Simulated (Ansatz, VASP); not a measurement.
One calculation of OsF, two programs

```xyz
4
Lattice="3.7738 0.0000 0.0000 -1.8869 3.2682 0.0000 0.0000 0.0000 3.9739" Properties=species:S:1:pos:R:3 pbc="T T T"
Os    0.0000    2.1788    2.9805
Os    1.8869    1.0894    0.9935
F     0.0000    0.0000    0.0000
F     0.0000    0.0000    1.9870
```

Alike in both runs: task relaxation of cell and atoms; functional PBE; k mesh 15 × 15 × 12; occupations gaussian, width 0.1 eV; no spin polarisation.

```csv
,VASP,Ansatz
version,VASP 6.6.1,Ansatz 0.2.0
potentials or method,"VASP PAW PBE potentials, release 64 (Os, F)","scalar-relativistic, plane waves, PAW"
plane-wave cutoff (eV),600,420
valence electrons in the cell,30,46
```

Ansatz gave:

| Item | Value |
| --- | --- |
| gap on the k mesh at the Fermi level, each at its own relaxed structure (eV) | none |
| relaxed volume (Å³/atom) | 12.28 |
| relaxed cell length with the largest relative difference (Å) | 3.778 |

**Question.** Estimate VASP's values.

**Answer.** gap on the k mesh at the Fermi level, each at its own relaxed structure (eV): none; relaxed volume (Å³/atom): 12.27; relaxed cell length with the largest relative difference (Å): 3.775.

A gap of «none» marks a metal or a gap that the smearing closes. The two sets of potentials don't hold the same shells in valence.

The runs have no spin-orbit coupling, so splittings on Os are missing.
